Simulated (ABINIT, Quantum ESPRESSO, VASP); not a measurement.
## Y2CN2O2 (P-3m1, 7 atoms in the cell) computed with different codes at matched settings

Self-consistent single point.

```
CELL_PARAMETERS angstrom
      3.66940     0.00000     0.00000
     -1.83470     3.17779     0.00000
      0.00000     0.00000     8.10351
ATOMIC_POSITIONS crystal
  Y  0.33333 0.66667 0.67752
  Y  0.66667 0.33333 0.32248
  C  0.00000 0.00000 0.00000
  N  0.00000 0.00000 0.15015
  N  0.00000 0.00000 0.84985
  O  0.33333 0.66667 0.39666
  O  0.66667 0.33333 0.60334
```

All programs got the same cell, k-point mesh and kind of occupations (in ABINIT's words: ngkpt = 7 7 3; nshiftk = 1; shiftk = 0 0 0); potentials, basis and cutoffs are each program's usual ones.

```tsv
code	model	pressure (GPa)	largest force (eV/Å)	gap on the mesh (eV)	cutoff
ABINIT	PBEsol, norm-conserving pseudopotentials (PseudoDojo nc-sr-04 PBEsol standard)	3.05	1.479	3.942	1143 eV
VASP	PBEsol, VASP's PBE PAW potentials (set 64)	-0.68	1.618	3.927	400 eV
Quantum ESPRESSO	PBEsol, PseudoDojo standard norm-conserving (PBESOL) pseudopotentials	3.06	1.479	3.942	85 Ry
```

Size of the force on each atom (eV/Å): Sizes of forces hide their directions.

| code | Y1 | Y2 | C3 | N4 | N5 | O6 | O7 |
|---|---|---|---|---|---|---|---|
| ABINIT | 0.022 | 0.022 | 0.000 | 1.479 | 1.479 | 0.035 | 0.035 |
| VASP | 0.050 | 0.050 | 0.000 | 1.618 | 1.618 | 0.015 | 0.015 |
| Quantum ESPRESSO | 0.022 | 0.022 | 0.000 | 1.479 | 1.479 | 0.035 | 0.035 |

Gaps are read on the mesh.

The spread over the programs that give each value: pressure within 3.74 GPa; largest force within 0.139 eV/Å; gap on the mesh within 0.015 eV.

The starting cell comes from a database of computed structures (which also holds hypothetical and non-ambient phases and stackings), without a prior relaxation at this level. Its lattice was rescaled by a random factor within 2.5 % of one. On ABINIT's run: In the base run, with a pressure of about 3 GPa the cell is away from its equilibrium volume at this level. In the base run, forces exceed 1 eV/Å.

Question: Why do the programs differ, and what cannot be compared?

Answer: Differences of this kind can come from the potentials, where these differ, and from what each basis and cutoff leave unconverged. The zero of total energies and Fermi levels follows the potentials and each program's conventions, so they are not compared here. In the pressure, VASP (by 3.73) lies more than 1 GPa from the median of the plane-wave programs. In the force vectors, VASP (by 0.139) lies more than 0.08 eV/Å from the median of the plane-wave programs.

VASP's run is marked for a possible Pulay error in its stress at this cutoff; no cutoff test was made.

VASP ran the fixed occupations as a Gaussian smearing of 0.01 eV.

Left out of this page: Ansatz, GPAW, CP2K, FLEUR and SIESTA (not drawn, or without a comparable value).
